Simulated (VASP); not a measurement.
# The easy axis of CrCoOs2, part 3 of 4

Aim: the energy of CrCoOs2 with the moments along several directions. The cell is invented: it takes the structure of COD entry 1525473, CrCoPt2 (space group 123 there), with some of its atoms replaced by other elements, volume scaled by an estimate. It may not be a known or stable phase.

VASP 6.6.1, plane waves and PAW; the level of theory is named at each step.

Still holding for the runs below: The magnetic state follows from one typed start and may not be the lowest. The k-mesh is coarse for a metal.

So far. Step 2 (Relax from a ferromagnetic start): The run ended after 9 ionic steps, 0.162 eV below its first step, once forces and stress met EDIFFG = -0.03. The relaxed cell has a = 3.794, c = 3.979 Å (conventional setting).

## (4) Spin-orbit coupling, axis 0×0×1

This step: PBE, DFT+U (Co d 6 eV, Cr d 5 eV), spin-orbit coupling, spin-polarised from a ferromagnetic start; plane waves and PAW (Os, Co, Cr); invented cell (VASP 6.6.1).

SAXIS turns the moments; symmetry is off, so that every direction uses the same k-points.

Input file INCAR:

```
SYSTEM = CrCoOs2
PREC = Accurate
ENCUT = 350
EDIFF = 1E-08
NELM = 150
ISMEAR = 0
SIGMA = 0.05
LREAL = .FALSE.
ALGO = Normal
GGA = PE
LNONCOLLINEAR = .TRUE.
MAGMOM = 0 0 -0.695 0 0 -0.695 0 0 2.057 0 0 3.881
NBANDS = 46
GGA_COMPAT = .FALSE.
LASPH = .TRUE.
LSORBIT = .TRUE.
LORBMOM = .TRUE.
ISYM = -1
LDAU = .TRUE.
LDAUTYPE = 2
LDAUL = -1 2 2
LDAUU = 0 6 5
LDAUJ = 0 0 0
LDAUPRINT = 1
LMAXMIX = 4
LORBIT = 11
LWAVE = .FALSE.
LCHARG = .FALSE.
KPAR = 4
AMIX = 0.2
BMIX = 1E-04
AMIX_MAG = 0.8
BMIX_MAG = 1E-04
SAXIS = 0 0 1
ICHARG = 11
ISIF = 0
```

Input file POSCAR:

```
CrCoOs2
1.0
    3.7940938200      0.0000000000      0.0000000000
    0.0000000000      3.7940938200      0.0000000000
    0.0000000000      0.0000000000      3.9792518847
Os Co Cr
2 1 1
Direct
    0.0000000000      0.5000000000      0.5000000000
    0.5000000000      0.0000000000      0.5000000000
    0.5000000000      0.5000000000      0.0000000000
    0.0000000000      0.0000000000      0.0000000000
```

Input file KPOINTS:

```
Automatic mesh
0
Gamma
6 6 5
0 0 0
```

PAW data sets: Os, Co and Cr (PBE family, release 64).

The run starts from files that an earlier step left in the folder.

The run is started by

```sh
$ mpirun -np 4 vasp_ncl
```

Log:

```text
[banner, memory and clock lines left out]
running    4 mpi-ranks, on    1 nodes
 distrk:  each k-point on    1 cores,    4 groups
 distr:  one band on    1 cores,    1 groups

 POSCAR found type information on POSCAR OsCoCr
 POSCAR found :  3 types and       4 ions
 LDA part: xc-table for (Slater+PW92), standard interpolation
 WARNING: stress and forces are not correct
 POSCAR, INCAR and KPOINTS ok, starting setup
 FFT: planning ... GRIDC
 FFT: planning ... GRID_SOFT
 FFT: planning ... GRID
 WAVECAR not read
 charge density read from file: CHGCAR, CrCoOs2
magnetization read from file: component  1
 WARNING: random wavefunctions but no delay for mixing, default for NELMDL
 entering main loop
       N       E                     dE             d eps       ncg     rms          rms(c)
DAV:   1     0.223134339219E+03    0.22313E+03   -0.10027E+04 16856   0.113E+03
DAV:   2     0.172387889495E+01   -0.22141E+03   -0.20642E+03 16638   0.330E+02
DAV:   3    -0.286075769910E+02   -0.30331E+02   -0.26725E+02 21354   0.132E+02
DAV:   4    -0.309747004766E+02   -0.23671E+01   -0.22177E+01 21796   0.389E+01
DAV:   5    -0.310561191406E+02   -0.81419E-01   -0.80873E-01 20934   0.784E+00
DAV:   6    -0.310594870175E+02   -0.33679E-02   -0.33663E-02 24876   0.153E+00
DAV:   7    -0.310595670382E+02   -0.80021E-04   -0.80015E-04 21904   0.219E-01
DAV:   8    -0.310595701455E+02   -0.31073E-05   -0.31075E-05 26384   0.427E-02
DAV:   9    -0.310595702272E+02   -0.81640E-07   -0.81679E-07 22720   0.566E-03
DAV:  10    -0.310595702290E+02   -0.18726E-08   -0.26809E-08 18790   0.101E-03
   1 F= -.31059570E+02 E0= -.31056299E+02  d E =-.654181E-02  mag=     0.0000     0.0000     4.6446
```

It took 1.8 min on 4 MPI ranks of AMD EPYC 7R43, shared host; peak memory 1.8 GiB.

OUTCAR, selected parts (step 4):

```text
 Found    180 irreducible k-points:

   k-points           NKPTS =    180   k-points in BZ     NKDIM =    180   number of bands    NBANDS=     46

   NELECT =      31.0000    total number of electrons

atom =   3  type =  2  l = 2

 onsite density matrix

spin component  1

  0.9460 -0.0000  0.0000  0.0000  0.0000      0.0000  0.0000  0.0000  0.0000  0.0000
 -0.0000  0.9042  0.0000 -0.0000  0.0000      0.0000  0.0000  0.0000  0.0000  0.0000
  0.0000  0.0000  0.9669 -0.0000  0.0000      0.0000  0.0000  0.0000  0.0000  0.0000
  0.0000 -0.0000 -0.0000  0.9042  0.0000      0.0000  0.0000  0.0000  0.0000  0.0000
  0.0000  0.0000  0.0000  0.0000  0.9461      0.0000  0.0000  0.0000  0.0000  0.0000

spin component  2

  0.0000  0.0000  0.0000  0.0000  0.0000      0.0000  0.0000  0.0000  0.0000  0.0000
  0.0000  0.0000  0.0000  0.0000  0.0000      0.0000  0.0000  0.0000  0.0000  0.0000
  0.0000  0.0000  0.0000  0.0000  0.0000      0.0000  0.0000  0.0000  0.0000  0.0000
  0.0000  0.0000  0.0000  0.0000  0.0000      0.0000  0.0000  0.0000  0.0000  0.0000
  0.0000  0.0000  0.0000  0.0000  0.0000      0.0000  0.0000  0.0000  0.0000  0.0000

spin component  3

spin component  4

  0.9274  0.0000 -0.0000 -0.0000 -0.0000      0.0000  0.0000  0.0000  0.0000  0.0000
  0.0000  0.8207 -0.0000  0.0000 -0.0000      0.0000  0.0000  0.0000  0.0000  0.0000
 -0.0000 -0.0000  0.0336  0.0000  0.0000      0.0000  0.0000  0.0000  0.0000  0.0000
 -0.0000  0.0000  0.0000  0.8207  0.0000      0.0000  0.0000  0.0000  0.0000  0.0000
 -0.0000 -0.0000  0.0000  0.0000  0.0502      0.0000  0.0000  0.0000  0.0000  0.0000

 occupancies and eigenvectors

  o =  0.0336  v =  0.0000  0.0000  0.0000  0.0000  0.0000  0.0000  0.0000 -1.0000 -0.0000 -0.0000      0.0000  0.0000  0.0000  0.0000  0.0000  0.0000  0.0000  0.0000  0.0000  0.0000
  o =  0.0502  v =  0.0000  0.0000  0.0000  0.0000  0.0000  0.0000 -0.0000 -0.0000  0.0000  1.0000      0.0000  0.0000  0.0000  0.0000  0.0000  0.0000  0.0000  0.0000  0.0000  0.0000
  o =  0.8207  v =  0.0000  0.0000  0.0000  0.0000  0.0000  0.0000  0.9697 -0.0000 -0.2445  0.0000      0.0000  0.0000  0.0000  0.0000  0.0000  0.0000  0.0000  0.0000  0.0000  0.0000
  o =  0.8207  v =  0.0000  0.0000  0.0000  0.0000  0.0000  0.0000  0.2445 -0.0000  0.9697 -0.0000      0.0000  0.0000  0.0000  0.0000  0.0000  0.0000  0.0000  0.0000  0.0000  0.0000
  o =  0.9042  v =  0.0000  0.6003  0.0000 -0.7998  0.0000  0.0000  0.0000  0.0000  0.0000  0.0000      0.0000  0.0000  0.0000  0.0000  0.0000  0.0000  0.0000  0.0000  0.0000  0.0000
  o =  0.9042  v =  0.0000 -0.7998  0.0000 -0.6003 -0.0000  0.0000  0.0000  0.0000  0.0000  0.0000      0.0000  0.0000  0.0000  0.0000  0.0000  0.0000  0.0000  0.0000  0.0000  0.0000
  o =  0.9274  v =  0.0000  0.0000  0.0000  0.0000  0.0000  1.0000  0.0000  0.0000  0.0000  0.0000      0.0000  0.0000  0.0000  0.0000  0.0000  0.0000  0.0000  0.0000  0.0000  0.0000
  o =  0.9460  v =  1.0000  0.0000  0.0000  0.0000  0.0000  0.0000  0.0000  0.0000  0.0000  0.0000      0.0000  0.0000  0.0000  0.0000  0.0000  0.0000  0.0000  0.0000  0.0000  0.0000
  o =  0.9461  v =  0.0000 -0.0000  0.0000 -0.0000  1.0000  0.0000  0.0000  0.0000  0.0000  0.0000      0.0000  0.0000  0.0000  0.0000  0.0000  0.0000  0.0000  0.0000  0.0000  0.0000
  o =  0.9669  v =  0.0000 -0.0000 -1.0000 -0.0000  0.0000  0.0000  0.0000  0.0000  0.0000  0.0000      0.0000  0.0000  0.0000  0.0000  0.0000  0.0000  0.0000  0.0000  0.0000  0.0000

atom =   4  type =  3  l = 2

 onsite density matrix

spin component  1

  0.9109 -0.0000  0.0000 -0.0000  0.0000      0.0000  0.0000  0.0000  0.0000  0.0000
 -0.0000  0.7144 -0.0000  0.0000  0.0000      0.0000  0.0000  0.0000  0.0000  0.0000
  0.0000 -0.0000  0.9314 -0.0000 -0.0000      0.0000  0.0000  0.0000  0.0000  0.0000
 -0.0000  0.0000 -0.0000  0.7144 -0.0000      0.0000  0.0000  0.0000  0.0000  0.0000
  0.0000  0.0000 -0.0000 -0.0000  0.8220      0.0000  0.0000  0.0000  0.0000  0.0000

spin component  2

spin component  3

spin component  4

  0.0409 -0.0000  0.0000  0.0000 -0.0000      0.0000  0.0000  0.0000  0.0000  0.0000
 -0.0000  0.0813 -0.0000  0.0000 -0.0000      0.0000  0.0000  0.0000  0.0000  0.0000
  0.0000 -0.0000  0.0495 -0.0000  0.0000      0.0000  0.0000  0.0000  0.0000  0.0000
  0.0000  0.0000 -0.0000  0.0813 -0.0000      0.0000  0.0000  0.0000  0.0000  0.0000
 -0.0000 -0.0000  0.0000 -0.0000  0.0574      0.0000  0.0000  0.0000  0.0000  0.0000

 occupancies and eigenvectors

  o =  0.0409  v =  0.0000  0.0000  0.0000  0.0000  0.0000  1.0000  0.0000 -0.0000 -0.0000  0.0000      0.0000  0.0000  0.0000  0.0000  0.0000  0.0000  0.0000  0.0000  0.0000  0.0000
  o =  0.0495  v =  0.0000  0.0000  0.0000  0.0000  0.0000 -0.0000 -0.0000 -1.0000 -0.0000  0.0000      0.0000  0.0000  0.0000  0.0000  0.0000  0.0000  0.0000  0.0000  0.0000  0.0000
  o =  0.0574  v =  0.0000  0.0000  0.0000  0.0000  0.0000  0.0000 -0.0000 -0.0000 -0.0000 -1.0000      0.0000  0.0000  0.0000  0.0000  0.0000  0.0000  0.0000  0.0000  0.0000  0.0000
  o =  0.0813  v =  0.0000  0.0000  0.0000  0.0000  0.0000  0.0000  0.2542 -0.0000  0.9671 -0.0000      0.0000  0.0000  0.0000  0.0000  0.0000  0.0000  0.0000  0.0000  0.0000  0.0000
  o =  0.0813  v =  0.0000  0.0000  0.0000  0.0000  0.0000 -0.0000  0.9671 -0.0000 -0.2542 -0.0000      0.0000  0.0000  0.0000  0.0000  0.0000  0.0000  0.0000  0.0000  0.0000  0.0000
  o =  0.7144  v =  0.0000 -0.8534 -0.0000 -0.5212 -0.0000  0.0000  0.0000  0.0000  0.0000  0.0000      0.0000  0.0000  0.0000  0.0000  0.0000  0.0000  0.0000  0.0000  0.0000  0.0000
  o =  0.7144  v =  0.0000  0.5212  0.0000 -0.8534  0.0000  0.0000  0.0000  0.0000  0.0000  0.0000      0.0000  0.0000  0.0000  0.0000  0.0000  0.0000  0.0000  0.0000  0.0000  0.0000
  o =  0.8220  v =  0.0000  0.0000  0.0000  0.0000 -1.0000  0.0000  0.0000  0.0000  0.0000  0.0000      0.0000  0.0000  0.0000  0.0000  0.0000  0.0000  0.0000  0.0000  0.0000  0.0000
  o =  0.9109  v =  1.0000  0.0000  0.0000  0.0000  0.0000  0.0000  0.0000  0.0000  0.0000  0.0000      0.0000  0.0000  0.0000  0.0000  0.0000  0.0000  0.0000  0.0000  0.0000  0.0000
  o =  0.9314  v =  0.0000  0.0000 -1.0000 -0.0000 -0.0000  0.0000  0.0000  0.0000  0.0000  0.0000      0.0000  0.0000  0.0000  0.0000  0.0000  0.0000  0.0000  0.0000  0.0000  0.0000

 E-fermi :   7.6725

 k-point     1 :       0.0000    0.0000    0.0000
  band No.  band energies     occupation
    ...
     20       4.9137      1.00000
     21       6.0370      1.00000
     22       6.1015      1.00000
     23       6.1623      1.00000
     24       6.6967      1.00000
     25       7.8663      0.00000
     26       7.8778      0.00000
     27       8.1823      0.00000
     28       8.3670      0.00000
     29       8.8350      0.00000
    ...

 k-point     2 :       0.1667    0.0000    0.0000
  band No.  band energies     occupation
    ...
     22       5.9155      1.00000
     23       6.1158      1.00000
     24       6.6473      1.00000
     25       7.0240      1.00000
     26       7.0595      1.00000
     27       7.7799      0.00119
     28       8.0302      0.00000
     29       8.0336      0.00000
     30       8.2034      0.00000
     31       8.6354      0.00000
    ...

 k-point     3 :       0.3333    0.0000    0.0000
  band No.  band energies     occupation
    ...
     28       6.9496      1.00000
     29       7.2710      1.00000
     30       7.4916      1.00000
     31       7.6174      0.94016
     32       7.6613      0.62393
     33       7.8209      0.00001
     34       7.9478      0.00000
     35       8.1926      0.00000
     36       8.2938      0.00000
     37       9.3196      0.00000
    ...

 k-point     4 :       0.5000    0.0000    0.0000
  band No.  band energies     occupation
    ...
     31       7.0012      1.00000
     32       7.1611      1.00000
     33       7.2277      1.00000
     34       7.3965      1.00000
     35       7.6537      0.70255
     36       8.0196      0.00000
     37       9.2797      0.00000
     38      10.7746      0.00000
     39      11.1909      0.00000
     40      11.3283      0.00000
    ...

 POSITION                                       TOTAL-FORCE (eV/Angst)
 -----------------------------------------------------------------------------------
      0.00000      1.89705      1.98963        -0.000000     -0.000000     -0.000000
      1.89705      0.00000      1.98963         0.000000      0.000000      0.000000
      1.89705      1.89705      0.00000         0.000000      0.000000      0.000000
      0.00000      0.00000      0.00000        -0.000000     -0.000000      0.000000
 -----------------------------------------------------------------------------------
    total drift:                                0.000000      0.000000      0.000000

  FREE ENERGIE OF THE ION-ELECTRON SYSTEM (eV)
  ---------------------------------------------------
  free  energy   TOTEN  =       -31.0595702290 eV

  energy  without entropy=      -31.0530284211  energy(sigma->0) =      -31.05629933

 orbital moment (x)

 # of ion     p       d       tot
 ----------------------------------------
  1        -0.000   0.000   0.000
  2         0.000   0.000   0.000
  3        -0.000  -0.000  -0.000
  4         0.000   0.000   0.000
 ----------------------------------------
           -0.000   0.000   0.000

 orbital moment (y)

 # of ion     p       d       tot
 ----------------------------------------
  1         0.000   0.000   0.000
  2         0.000  -0.000  -0.000
  3        -0.000  -0.000  -0.000
  4         0.000   0.000   0.000
 ----------------------------------------
           -0.000   0.000   0.000

 orbital moment (z)

 # of ion     p       d       tot
 ----------------------------------------
  1         0.005  -0.085  -0.080
  2         0.005  -0.085  -0.080
  3        -0.000   0.046   0.046
  4         0.001   0.009   0.010
 ----------------------------------------
            0.011  -0.115  -0.104

 Spin-Orbit-Coupling matrix elements
 Ion:    1  E_soc:     -0.7356246
 Ion:    2  E_soc:     -0.7356241
 Ion:    3  E_soc:     -0.0082688
 Ion:    4  E_soc:     -0.0053575

 total charge
# of ion       s       p       d       tot
------------------------------------------
    1        0.659   0.574   5.981   7.213
    2        0.659   0.574   5.981   7.213
    3        0.421   0.461   7.299   8.181
    4        0.425   0.529   4.365   5.319
--------------------------------------------------
tot          2.164   2.138  23.625  27.927

 magnetization (x)
# of ion       s       p       d       tot
------------------------------------------
    1        0.000   0.000   0.000   0.000
    2       -0.000  -0.000  -0.000  -0.000
    3       -0.000   0.000   0.000  -0.000
    4        0.000   0.000   0.000   0.000
--------------------------------------------------
tot         -0.000   0.000  -0.000  -0.000

 magnetization (y)
# of ion       s       p       d       tot
------------------------------------------
    1       -0.000  -0.000   0.000   0.000
    2       -0.000   0.000  -0.000  -0.000
    3        0.000   0.000   0.000   0.000
    4        0.000  -0.000  -0.000  -0.000
--------------------------------------------------
tot          0.000   0.000  -0.000   0.000

 magnetization (z)
# of ion       s       p       d       tot
------------------------------------------
    1       -0.038   0.001  -0.624  -0.662
    2       -0.038   0.001  -0.624  -0.662
    3        0.010   0.032   2.014   2.056
    4        0.050   0.065   3.760   3.876
--------------------------------------------------
tot         -0.017   0.100   4.525   4.608

[... 4 parts as in an earlier step ...]

[... 4 further parts left out ...]
```

A U on the itinerant d states of such a compound is hard to justify; it moves the bands at the Fermi level.

Numbers from this step:

- electronic cycles: 10
- free energy (TOTEN): -31.06 eV
- energy at zero smearing: -31.06 eV
- Fermi energy: 7.673 eV
- moment of the cell, from the last line of the log: 0, 0, 4.645 μB

Orbital moment by atom:

```
atom  x (μB)  y (μB)   z (μB)    size
 Os1  0.0000  0.0000  -0.0800  0.0800
 Os2  0.0000  0.0000  -0.0800  0.0800
 Co3  0.0000  0.0000   0.0460  0.0460
 Cr4  0.0000  0.0000   0.0100  0.0100
```

On-site spin-orbit energy by atom:

```
atom  on-site spin-orbit energy (eV)
 Os1                          -0.736
 Os2                          -0.736
 Co3                          -0.008
 Cr4                          -0.005
```

Spin moments are printed in the frame of SAXIS, so no table in Cartesian axes is made from them.

Energy at zero smearing: -31.05630 eV.

[end of part 3 of 4]

[Lines on the potential files, build, host, timing and source positions are cut from VASP's logs without a mark.]

[Logs are printed without paths, hosts, clocks, repeated set-up lines and the standing remarks that a program may print on its own settings, such as how far it seeks lower states.]

[Hosts, paths, dates, database ids (printed as entryN), source tags and the programs' standing remarks are cut or masked in the printed files.]

[Runs that stopped without an error message from VASP are left out.]

[In band tables of VASP the shares of atoms and orbitals are scaled to a sum of 1 inside the atoms' spheres.]
